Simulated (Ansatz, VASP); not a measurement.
**B2O3: VASP beside Ansatz**

Aim: how closely do two programs agree when they are given the same cell, functional and k mesh? The structure shown is frame 71 of Ansatz's trajectory.

Main program and level: Ansatz 0.2.0; plane waves, with VASP 6.6.1 beside it; single point at RPBE.

**1. Starting point**

The cell holds 130 atoms: 52 B and 78 O. Cell: a = 11.442 Å, b = 11.442 Å, c = 11.442 Å, α = 90.0°, β = 90.0°, γ = 90.0°. As first built, before any earlier steps moved the atoms (in the runner's words): 130 atoms (52 B, 78 O) placed at random at 1.93 g/cm^3, melted at 3000 K for 20 ps at fixed volume with the Buckingham and Coulomb pair potential of Guillot and Sator (Geochim. Cosmochim. Acta 71, 1249 (2007)) with the boron terms of Wang et al. (J. Non-Cryst. Solids 498, 294 (2018)). Quenched from 3000 K to 300 K at 20 K/ps and fixed volume, held 10 ps at zero pressure.

**2. Ansatz: dynamics, RPBE**

Ansatz runs on its default PAW (the set named soft_2) files.

One frame of this run of dynamics is then solved in both programs, so the motion causes no difference.

Input file input.yaml:

```yaml
crystal:
  lattice:
    - [11.44189, 0.0, 0.0]
    - [0.0, 11.44189, 0.0]
    - [0.0, 0.0, 11.44189]
  atoms:
    - { symbol: B, position: [0.64515, 0.84637, 0.21669] }
    - { symbol: B, position: [0.35834, 0.83086, 0.763] }
    - { symbol: B, position: [0.60139, 0.14462, 0.03982] }
    - { symbol: B, position: [0.74831, 0.36082, 0.14761] }
    - { symbol: B, position: [0.35849, 0.28247, 0.67168] }
    - { symbol: B, position: [0.35838, 0.72886, 0.13511] }
    - { symbol: B, position: [0.78463, 0.80269, 0.85037] }
    - { symbol: B, position: [0.73522, 0.41017, 0.68094] }
    - { symbol: B, position: [0.59758, 0.85035, 0.98158] }
    - { symbol: B, position: [0.06562, 0.59489, 0.93182] }
    - { symbol: B, position: [0.00968, 0.42868, 0.76814] }
    - { symbol: B, position: [0.71592, 0.57951, 0.28924] }
    - { symbol: B, position: [0.02529, 0.32321, 0.55594] }
    - { symbol: B, position: [0.84067, 0.75801, 0.36747] }
    - { symbol: B, position: [0.21656, 0.26729, 0.41527] }
    - { symbol: B, position: [0.65431, 0.27809, 0.33194] }
    - { symbol: B, position: [0.3814, 0.09687, 0.12372] }
    - { symbol: B, position: [0.38305, 0.96037, 0.94587] }
    - { symbol: B, position: [0.28261, 0.06359, 0.65636] }
    - { symbol: B, position: [0.09232, 0.68993, 0.34614] }
    - { symbol: B, position: [0.76657, 0.02927, 0.62805] }
    - { symbol: B, position: [0.2946, 0.06486, 0.34369] }
    - { symbol: B, position: [0.98121, 0.10439, 0.25295] }
    - { symbol: B, position: [0.12208, 0.20446, 0.07691] }
    - { symbol: B, position: [0.46584, 0.00661, 0.5318] }
    - { symbol: B, position: [0.09787, 0.9897, 0.03141] }
    - { symbol: B, position: [0.26715, 0.84755, 0.32703] }
    - { symbol: B, position: [0.49164, 0.24039, 0.48627] }
    - { symbol: B, position: [0.61856, 0.48559, 0.48773] }
    - { symbol: B, position: [0.06437, 0.53663, 0.16523] }
[... 94 atom lines left out ...]
    - { symbol: O, position: [0.7223, 0.91462, 0.62528] }
    - { symbol: O, position: [0.73427, 0.93291, 0.23338] }
    - { symbol: O, position: [0.42021, 0.29485, 0.56851] }
    - { symbol: O, position: [0.21613, 0.27924, 0.06285] }
    - { symbol: O, position: [0.5182, 0.9094, 0.4852] }
    - { symbol: O, position: [0.81178, 0.70359, 0.78718] }
kpoints:
  mp_grid: { grid: [1, 1, 1] }
hamiltonian:
  xc: rpbe
scf:
  occupations: { method: fermi_dirac, width: 0.078 }
output:
  forces: true
md:
  timestep: 1.0
  n_steps: 212
  ensemble: nvt_langevin
  temperature: 900
  initial_velocities: maxwell_boltzmann
  seed: 1258
```

Started as:

```sh
> ansatz run input.yaml --threads 4 --pin off --max-ram 8192MiB --backend cpu --events-out ev --progress --plain --runs-dir out
```

Numbers of over 12 decimals in the logs are rounded to 6 here.

Output:

```text
Warning: md: disabling space-group detection — thermal motion breaks the input geometry's symmetry, so no spatial operation reduces the k-mesh or symmetrises the density; time reversal is kept, so that k and −k are solved as one point where they differ and the mesh holds both, and exact exchange and, on two spinor components, a DFT+U term hold to it where the run has them: on two components no moment then forms, and  [...]
Engine: ansatz 0.2.0, aarch64-unknown-linux-gnu
Pseudopotentials: kind: paw
Pseudopotential: B, paw, valence charge 3, recommended cutoff 420 eV (normal), B.paw.azcp
Pseudopotential: O, paw, valence charge 6, recommended cutoff 420 eV (normal), O.paw.azcp
Functional definition: RPBE
  parameter kappa = 0.804
  parameter beta = 0.066725
  exchange = rpbe_x(kappa = kappa, mu = beta*pi^2/3)
  correlation = pbe_c(beta = beta)
Crystal: 130 atoms, lattice volume = 1497.936 Å³
Basis set: ecut = 420 eV, 29279 PW (Γ), exchange–correlation on 160×160×160 points (8 copies of the dense FFT grid, shifted against one another)
Bands: 442, of which v1, the nominal top of the filled ones, is band 312 counted from 1 (311 counted from 0)
Symmetry: 1 space group operations
k-points: 1
Non-local potential: B, projectors of the file, l = 0: 2, l = 1: 2, l = 2: 1
Non-local potential: O, projectors of the file, l = 0: 2, l = 1: 2, l = 2: 1
PAW form: soft (Blöchl's): semilocal exchange-correlation on the pseudo side does not see the compensation charge
PAW frozen core: B, regenerated for the run's functional, and the local potential with it (the file was generated under x = pbe(κ = 0.804, μ = 0.219515), c = pbe(β = 0.066725))
PAW frozen core: O, regenerated for the run's functional, and the local potential with it (the file was generated under x = pbe(κ = 0.804, μ = 0.219515), c = pbe(β = 0.066725))
PAW one-centre angular grid: B, 110 points (default); XC on 64 Gauss nodes
PAW one-centre angular grid: O, 110 points (default); XC on 64 Gauss nodes
Initial density: superposition of atomic densities (neutral atoms: chi_scale 0, normalization atom), corrected by the library's trained network
Initial wavefunctions: pseudopotential atomic-orbital guess
Functional: x = rpbe, c = pbe(β = 0.066725)
SCF iter   1: F=—  HF=-52658.439851 eV  |F-HF|=—  |Δ(HF+E_count)|=         —  Δρ=4.19e-3  dr2=1.56e-1  ethr=1.77e-3  ⟨swp⟩=6.0  Hψ=1906  notcnv=0  defer=67
preconditioner: auto → Resta (q_TF=auto, 2.358 Å⁻¹)  ε∞=3.0  [insulator: Δε(μ)=4.966 eV  Ē_g=16.797 eV  σ=0.078 eV  W_gap=1.00  n_scr=340 (ndim 8)  ℏωp=24.0 eV  f_vac=0.180  D(μ)=0.00/eV (n_scr^D=0)  ε∞_Penn≈3.0]
SCF iter   2: F=—  HF=-52658.484043 eV  |F-HF|=—  |Δ(HF+E_count)|=   4.42e-2  Δρ=2.23e-3  dr2=3.68e-2  ethr=2.50e-5  ⟨swp⟩=2.0  Hψ=828  notcnv=0  defer=100
SCF iter   3: F=—  HF=-52658.507239 eV  |F-HF|=—  |Δ(HF+E_count)|=   2.32e-2  Δρ=8.11e-4  dr2=8.76e-3  ethr=5.91e-6  ⟨swp⟩=2.0  Hψ=607  notcnv=0  defer=100
SCF iter   4: F=—  HF=-52658.508144 eV  |F-HF|=—  |Δ(HF+E_count)|=   9.05e-4  Δρ=1.82e-4  dr2=5.26e-4  ethr=1.40e-6  ⟨swp⟩=2.0  Hψ=601  notcnv=0  defer=100
SCF iter   5: F=—  HF=-52658.508485 eV  |F-HF|=—  |Δ(HF+E_count)|=   3.40e-4  Δρ=1.06e-4  dr2=1.28e-4  ethr=8.43e-8  ⟨swp⟩=2.0  Hψ=631  notcnv=0  defer=100
SCF iter   6: F=—  HF=-52658.508474 eV  |F-HF|=—  |Δ(HF+E_count)|=   1.09e-5  Δρ=2.68e-5  dr2=8.72e-6  ethr=2.05e-8  ⟨swp⟩=2.0  Hψ=631  notcnv=0  defer=100
SCF iter   7: F=—  HF=-52658.508952 eV  |F-HF|=—  |Δ(HF+E_count)|=   4.78e-4  Δρ=7.41e-6  dr2=7.24e-7  ethr=1.40e-9  ⟨swp⟩=2.0  Hψ=754  notcnv=0  defer=123
SCF iter   8: F=—  HF=-52658.508953 eV  |F-HF|=—  |Δ(HF+E_count)|=   6.56e-7  Δρ=5.06e-6  dr2=2.92e-7  ethr=1.60e-11  ⟨swp⟩=4.0  Hψ=1304  notcnv=0
SCF iter   9: F=-52658.508953 eV  HF=-52658.508953 eV  |F-HF|=2.27e-9  |Δ(HF+E_count)|=   2.68e-8  Δρ=1.03e-6  dr2=1.42e-8  ethr=1.60e-11  ⟨swp⟩=2.0  Hψ=1386  notcnv=0
SCF 1 converged in 9 iterations: F = -52658.508953 eV  dr2 = 1.42e-8
  greatest PAW one-centre occupation: 0.865 electrons in one spin orbital (limit 2), on the O atom at site 54 (counted from 0), in its partial waves of l = 0
md step     0: t =     0.00 fs  T =   893.1 K  F+E_penalty+E_count = -52658.50895258 eV  E_kin = 15.007086 eV  (9 SCF iters)
Initial density: handed on by an earlier stage of this run
Initial wavefunctions: those handed on with the density
iter 1 solved again at ethr=2.89e-5 eV; its pass at ethr=3.10e-3 eV (dr2=1.80e-1 eV) is discarded
[...]
SCF iter   5: F=—  HF=-52655.468915 eV  |F-HF|=—  |Δ(HF+E_count)|=   9.30e-5  Δρ=5.96e-5  dr2=5.80e-5  ethr=8.77e-8  ⟨swp⟩=2.0  Hψ=601  notcnv=0
SCF iter   6: F=—  HF=-52655.469110 eV  |F-HF|=—  |Δ(HF+E_count)|=   1.95e-4  Δρ=3.61e-5  dr2=1.52e-5  ethr=9.30e-9  ⟨swp⟩=2.0  Hψ=738  notcnv=0
SCF iter   7: F=—  HF=-52655.469108 eV  |F-HF|=—  |Δ(HF+E_count)|=   1.73e-6  Δρ=6.62e-6  dr2=5.14e-7  ethr=2.43e-9  ⟨swp⟩=2.0  Hψ=669  notcnv=0
SCF iter   8: F=—  HF=-52655.469109 eV  |F-HF|=—  |Δ(HF+E_count)|=   2.79e-7  Δρ=3.08e-6  dr2=1.10e-7  ethr=1.60e-11  ⟨swp⟩=4.0  Hψ=1304  notcnv=0
SCF iter   9: F=-52655.469109 eV  HF=-52655.469109 eV  |F-HF|=4.61e-9  |Δ(HF+E_count)|=   1.06e-8  Δρ=1.05e-6  dr2=1.31e-8  ethr=1.60e-11  ⟨swp⟩=4.0  Hψ=1108  notcnv=0
SCF 213 converged in 9 iterations: F = -52655.469109 eV  dr2 = 1.31e-8
md step   212: t =   212.00 fs  T =   934.5 K  F+E_penalty+E_count = -52655.46910871 eV  E_kin = 15.702462 eV  (9 SCF iters)
SCF converged after 9 iterations
Free energy (F): -52655.469109 eV
Harris-Foulkes:  -52655.469109 eV  (|F-HF|=4.61e-9)
Internal energy: -52655.469109 eV  (E = F + TS)
E sigma→0 (E₀):  -52655.469109 eV
Fermi energy:    4.022244 eV
--- Per-component energies (eV) ---
  E_band       = -3885.339127
  E_kinetic    = 16237.372141
  E_local      = -45231.767404  (includes V_loc(G=0)·N_el)
  E_nonlocal   = 4276.611557
  E_hartree    = 16501.789351
  E_xc         = -7377.081703
  E_vxc        = -9227.012326  (∫ρ·V_xc dr)
  E_paw        = -16642.770241  (= ΣΔE_a)
  E_vpaw       = -2944.321012  (= ΣTr[D̂ρ^β])
  E_aug_tail   = 0.196986  (compensation charges beyond the density's cutoff)
  E_ewald      = -20417.639603
  E_core_change = -2.180193  (= ΣΔE_core)
  E_smearing   = -0.000000  (= −TS)
  E_closure    = -0.000000  (closes the sum)
  Σ components = -52655.469109   (vs F -52655.469109, Δ=0.00e0)
--- Forces (eV/Å), atoms counted from 1 ---
  atom   1  B      1.04603328     2.01157428     0.45867757
  atom   2  B     -1.78611298     0.62795811     0.10424403
  atom   3  B     -1.59310398    -2.11710993     1.77075290
  atom   4  B      1.09590982    -0.14843767     0.14502837
  atom   5  B      0.49132506     0.94433690    -3.35831696
  atom   6  B      1.24568277    -1.19969825     2.79064453
  atom   7  B      0.30066215     1.25007647     1.62741661
  atom   8  B     -0.75239256    -1.41614126     3.28527959
  atom   9  B     -0.29713967    -0.55101443     0.55871945
  atom  10  B      1.45249850    -0.00264563     1.73472527
  atom  11  B      0.72501960     1.30558050    -0.08817649
  atom  12  B      2.33113015    -0.82226573     3.30002520
  atom  13  B      5.62571399    -0.21188059     0.44383856
  atom  14  B      3.39061016    -0.22917010    -2.36411955
  atom  15  B     -0.60320911     0.91245056     2.16642515
  atom  16  B      0.03085353    -1.25442983    -0.63884583
  atom  17  B      2.05018256     0.18253610    -2.83000404
  atom  18  B      3.84708815     0.61778705    -1.56270301
  atom  19  B      1.30003019    -2.05025153     1.57959996
  atom  20  B     -1.63491287    -0.03168301     3.40199792
  atom  21  B     -0.74934709     2.85029974     0.22248700
  atom  22  B      0.73491074     0.15797608     1.14547454
  atom  23  B      0.68887598    -0.10124624    -1.32402289
  atom  24  B     -0.56585242    -2.25255944    -0.42842884
[...]
atom 123  O     -1.43905045    -2.47679854    -0.33431700
  atom 124  O     -0.98290233     1.07273719     2.01387253
  atom 125  O      1.54411795    -0.09303242    -1.25774977
  atom 126  O     -2.01941701    -1.54498126    -1.19757870
  atom 127  O     -0.45846612     0.97147587     2.72427043
  atom 128  O      1.37470083     3.12563667     0.17104527
  atom 129  O      2.01217113    -2.06415257    -2.45310740
  atom 130  O      0.43481193    -0.91009662     0.53527410
  max |Σ_I F_I| component: 8.80e-5 eV/Å
--- MD trajectory: 212 steps, t = 0.0 → 212.0 fs ---
  final state: T = 934.5 K   F+E_penalty+E_count = -52655.46910871 eV   E_kin = 15.702462 eV
```

The column dr2 measures how far the density is from self-consistency, as an energy; F and HF (Harris–Foulkes) agree once it is small.

**3. VASP: single point, RPBE**

The same cell, functional, mesh and smearing now go to VASP, with its own data sets.

Lines of VASP's logs that name or quote its potential files are left out, and so is its time.

Input file INCAR:

```
SYSTEM = B2O3
PREC = Accurate
ENCUT = 520
EDIFF = 1E-06
NELM = 120
ISMEAR = -1
SIGMA = 0.078
LREAL = Auto
ALGO = Normal
GGA = RP
NBANDS = 416
LORBIT = 11
LWAVE = .FALSE.
LCHARG = .FALSE.
ISIF = 2
LASPH = .TRUE.
GGA_COMPAT = .FALSE.
EFERMI = MIDGAP
NCORE = 4
```

Input file POSCAR:

```
B2O3
1.0
   11.4418900000      0.0000000000      0.0000000000
    0.0000000000     11.4418900000      0.0000000000
    0.0000000000      0.0000000000     11.4418900000
B O
52 78
Direct
    0.6324304813      0.8745670514      0.2113986413
    0.3507812083      0.8186497161      0.7721276817
    0.6090776961      0.1506044893      0.0538634788
    0.7524543585      0.3473115019      0.1758975134
    0.3545480685      0.2594239238      0.6582304147
    0.3436495194      0.7304125455      0.1587412569
    0.8104168105      0.8166133392      0.8587479866
    0.7432338538      0.4490167271      0.6682375027
    0.6129319544      0.8667973560      0.9787980832
    0.0486283298      0.5737775839      0.9543615609
    0.0293395584      0.4085251650      0.7761829558
    0.6994473815      0.6155014600      0.3043553119
    0.0384988844      0.3318245500      0.5657631737
    0.8159840726      0.7629421363      0.3993745789
    0.2038824005      0.2724899470      0.4070481363
    0.6523397795      0.2742903489      0.3514279546
    0.3998552687      0.0739650530      0.1168600642
    0.4097574789      0.9482436905      0.9257124479
    0.2557969007      0.0604707789      0.6167337739
    0.1157501077      0.6752555740      0.3390873361
    0.7381647612      0.0476582103      0.6242412748
    0.2699554007      0.0830981595      0.2998805267
    0.9601735378      0.1109694290      0.2680850803
    0.1018188429      0.2055254857      0.0282995204
    0.4477057549      0.9925187185      0.5107460393
    0.1167202272      0.9860084304      0.9809209842
    0.2516454886      0.8630654551      0.2987443508
    0.4821843244      0.2170707811      0.4999611078
    0.6338725508      0.5057119060      0.4845440744
    0.0420647288      0.5274915246      0.1778901912
[... 94 atom lines left out ...]
    0.7141302704      0.9318040988      0.6282178906
    0.7102847519      0.9569485461      0.2493818766
    0.4135942576      0.2884051498      0.5603270089
    0.1846548079      0.2925216026      0.0526486446
    0.4937995384      0.8936548070      0.4677723698
    0.8441612356      0.7173640019      0.8004971207
```

Input file KPOINTS:

```
Automatic mesh
0
Gamma
1 1 1
0 0 0
```

The projector-augmented-wave data sets are B and O (PBE family, release 64).

Started as:

```sh
> mpirun -np 16 vasp_gam
```

Output:

```text
[banner, memory and clock lines left out]
running   16 mpi-ranks, on    1 nodes
[...]
|                                                                             |
|               ----> ADVICE to this user running VASP <----                  |
|                                                                             |
|     You enforced a specific xc type in the INCAR file but a different       |
|     [... a line on the potential file left out ...]
|     I HOPE YOU KNOW WHAT YOU ARE DOING!                                     |
|                                                                             |

 LDA part: xc-table for (Slater+PW92), standard interpolation
 POSCAR, INCAR and KPOINTS ok, starting setup
[...]
entering main loop
       N       E                     dE             d eps       ncg     rms          rms(c)
DAV:   1     0.561033361069E+04    0.56103E+04   -0.38066E+05   848   0.149E+03
DAV:   2    -0.595140785783E+03   -0.62055E+04   -0.59138E+04   992   0.384E+02
DAV:   3    -0.106839031395E+04   -0.47325E+03   -0.46826E+03   968   0.109E+02
DAV:   4    -0.107726617279E+04   -0.88759E+01   -0.88416E+01   968   0.161E+01
[...]
DAV:  16    -0.980762781373E+03    0.12166E-04   -0.55069E-05   952   0.194E-02    0.117E-02
DAV:  17    -0.980762777561E+03    0.38121E-05   -0.93331E-06   936   0.842E-03    0.575E-03
DAV:  18    -0.980762776727E+03    0.83386E-06   -0.48611E-06   912   0.567E-03
   1 F= -.98076278E+03 E0= -.98076278E+03  d E =-.134637E-11
```

From OUTCAR (step 3):

```text
  FREE ENERGIE OF THE ION-ELECTRON SYSTEM (eV)
  ---------------------------------------------------
  free  energy   TOTEN  =      -980.7627767267 eV

  energy  without entropy=     -980.7627767267  energy(sigma->0) =     -980.76277673
```

The run ends at a pressure of 0.28 GPa, with forces up to 7.6 eV/Å.

**4. Side by side**

Known differences besides the potentials themselves: the cutoff is 420 eV in Ansatz and 520 eV in VASP (PREC = Accurate, projectors in real space); Ansatz makes its cores anew for this functional, VASP keeps those of its PBE data sets. Total energies have different zeros and are not compared.

Forces on 10 of the 130 atoms, those with the largest forces and the largest differences (eV/Å; atoms numbered as in POSCAR):

```
atom         Ansatz x, y, z           VASP x, y, z
 B19  3.185, -0.080, -0.206  3.102, -0.115, -0.166
 B24    0.404, 1.692, 0.676    0.456, 1.732, 0.738
 B26   -0.364, 4.074, 0.261   -0.303, 4.047, 0.337
 B28   3.571, 0.035, -3.541   3.588, 0.091, -3.582
 B34   -1.381, 0.336, 4.549   -1.380, 0.349, 4.591
 B52   4.449, 3.983, -2.206   4.445, 4.013, -2.182
 O58   2.652, 1.438, -3.725   2.649, 1.435, -3.757
 O71   4.293, -2.908, 0.759   4.309, -2.911, 0.749
 O74  3.542, -1.035, -6.651  3.557, -1.021, -6.686
O104  -0.495, -0.424, 4.927  -0.484, -0.394, 4.935
```

The forces differ by 24 meV/Å r.m.s., which is 1.6 % of the r.m.s. force of 1.484 eV/Å (both taken over all components).

**5. What came out**

```
r.m.s. force difference (single point, RPBE) : 1.6 % of the r.m.s. force
```

The r.m.s. force difference is 1.6 % of the r.m.s. force (single point, RPBE), within the 3 % picked in this series as the mark of a large difference. 2 further runs of this series are not shown here. Such differences can come from data sets, numerical settings and the points named under the comparisons, not from the functional's error against experiment.

[Lines on the potential files, build, host, timing and source positions are cut from VASP's logs without a mark.]

[Logs are printed without paths, hosts, clocks, repeated set-up lines and the standing remarks that a program may print on its own settings, such as how far it seeks lower states.]

[Hosts, paths, dates, database ids (printed as entryN), source tags and the programs' standing remarks are cut or masked in the printed files.]
